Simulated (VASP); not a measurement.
## Sc in VASP: convergence with ENCUT

Input of the first run (ENCUT 200 eV); the others differ in this setting and in those tied to it:

Contents of INCAR:

```
SYSTEM = Sc
PREC = Accurate
ENCUT = 200
EDIFF = 1E-6
ISMEAR = 0
SIGMA = 0.02
LREAL = .FALSE.
LASPH = .TRUE.
NELM = 100
ALGO = Normal
ISIF = 2
LWAVE = .FALSE.
LCHARG = .FALSE.
GGA = PS
NBANDS = 36
```

Contents of KPOINTS:

```
Automatic mesh
0
G
  7 7 1
  0 0 0
```

POSCAR

```
Sc
1.0
    3.3087978973      0.0000000000      0.0000000000
   -1.6543989487      2.8655030350      0.0000000000
    0.0000000000      0.0000000000     25.5360000000
Sc
5
Direct
    0.3333333333      0.6666666666      0.2937030075
    0.6666666667      0.3333333334      0.3968515038
    0.3333333333      0.6666666666      0.5000000000
    0.6666666667      0.3333333334      0.6031484962
    0.3333333333      0.6666666666      0.7062969925
```

Potentials or basis: VASP PAW PBE potentials, release 64 (Sc_sv).

Command:

```console
$ cat potpaw_PBE.64/Sc_sv/POTCAR > POTCAR
$ mpirun -np 1 vasp_std > vasp.out
```

Hardware: 1 thread of Intel(R) Xeon(R) 6975P-C (Granite Rapids) (shared host).

The values tried are 200 eV, 250 eV, 300 eV, 350 eV, 400 eV, 450 eV, 500 eV, 600 eV, 800 eV, loosest first. From which on does the energy stay within 1 meV/atom of the tightest run that finished?

From 250 eV on.

```tsv
ENCUT	energy less the tightest run, at zero smearing (meV/atom)	largest force (eV/Å)	SCF cycles	CPU time (s)	peak memory (GiB)
200 eV	50.34	0.386	26	28	0.16
250 eV	0.60	0.382	27	35	0.19
300 eV	-0.36	0.383	26	44	0.22
350 eV	0.81	0.382	26	47	0.24
400 eV	0.83	0.384	25	58	0.3
450 eV	0.94	0.383	27	70	0.3
500 eV	0.63	0.383	26	81	0.32
600 eV	0.03	0.383	26	140	0.41
800 eV	0.00	0.383	26	220	0.56
```

Against the tightest run, the largest force stays within 0.005 eV/Å from 200 eV on. The tightest run that finished is the yardstick and may itself not be fully converged.

Caveat, for the tightest run too: the PAW data sets were made with another functional, which shifts forces and pressure a little.
